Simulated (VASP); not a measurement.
```
Ga
1.0
    2.24199    -3.84768     0.00000
    2.24199     3.84768     0.00000
    0.00000     0.00000     4.59640
Ga
4
Direct
  0.15572   0.84428   0.91731
  0.34428   0.65572   0.41731
  0.65572   0.34428   0.58269
  0.84428   0.15572   0.08269
```

Computed with rev-vdW-DF2, VASP's PBE PAW potentials (set 64) (plane waves; VASP 6.6.1). Numerical set-up: 520 eV cut-off, Gaussian smearing of 0.050 eV, potentials Ga_d.

### Question
Give the energies of bands 21 to 30 at the high-symmetry points, in eV from the Fermi level.

### Answer

```json
[
 {"band": "21", "Γ": "-11.01", "Y": "-9.35", "C0": "-8.53", "Z": "-9.22", "A0": "-6.87", "T": "-7.63", "S": "-8.54", "R": "-7.20"},
 {"band": "22", "Γ": "-4.45", "Y": "-7.25", "C0": "-7.58", "Z": "-9.22", "A0": "-6.87", "T": "-7.63", "S": "-8.54", "R": "-7.20"},
 {"band": "23", "Γ": "-3.90", "Y": "-4.14", "C0": "-6.53", "Z": "-0.21", "A0": "-6.05", "T": "-5.38", "S": "-3.54", "R": "-6.25"},
 {"band": "24", "Γ": "-1.67", "Y": "-3.13", "C0": "-1.33", "Z": "-0.21", "A0": "-6.05", "T": "-5.38", "S": "-3.54", "R": "-6.25"},
 {"band": "25", "Γ": "-1.61", "Y": "-2.05", "C0": "-1.17", "Z": "0.04", "A0": "-3.56", "T": "-1.19", "S": "-1.45", "R": "-1.53"},
 {"band": "26", "Γ": "-0.77", "Y": "-1.64", "C0": "-0.30", "Z": "0.04", "A0": "-3.56", "T": "-1.19", "S": "-1.45", "R": "-1.53"},
 {"band": "27", "Γ": "0.86", "Y": "1.05", "C0": "-0.29", "Z": "0.06", "A0": "4.18", "T": "-0.81", "S": "0.60", "R": "0.46"},
 {"band": "28", "Γ": "0.97", "Y": "1.05", "C0": "0.80", "Z": "0.06", "A0": "4.18", "T": "-0.81", "S": "0.60", "R": "0.46"},
 {"band": "29", "Γ": "1.16", "Y": "3.25", "C0": "1.87", "Z": "1.93", "A0": "5.00", "T": "6.19", "S": "3.95", "R": "7.06"},
 {"band": "30", "Γ": "4.95", "Y": "3.64", "C0": "2.93", "Z": "1.93", "A0": "5.00", "T": "6.19", "S": "3.95", "R": "7.07"}
]
```

It has no gap at this level: it comes out as a metal or semimetal.

The compound is Ga in the alpha structure. It was relaxed first.
